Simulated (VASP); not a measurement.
Data:

```
CsI
1.0
    3.79152     0.00000     0.00000
    0.00000     3.79152     0.00000
    0.00000     0.00000     3.79152
Cs I
1 1
Direct
  0.00000   0.00000   0.00000
  0.50000   0.50000   0.50000
```

All values below come from PBE GGA, VASP's PBE PAW potentials (set 64) (plane waves; VASP 6.6.1). Settings: 500 eV cut-off, 7×7×7 Γ-centred mesh, Gaussian smearing of 0.050 eV, potentials Cs_sv I.

Unless said otherwise, spin-orbit coupling is left out, though it shifts the bands of the heavy elements here.

What does the run give for the energy per atom (σ→0), pressure, band gap (on the k-mesh) with the smallest direct gap where there is one?

The band gap (on the k-mesh) is 2.08 eV. The smallest direct gap (on the k-mesh) is 2.08 eV and the energy per atom (σ→0) comes out as -1.528 eV/atom. The pressure is 29.90 GPa.

The absolute energy has meaning only against runs of the same code, potentials and settings.

The compound is CsI in the CsCl type structure. It was relaxed first under an external pressure of 30 GPa.
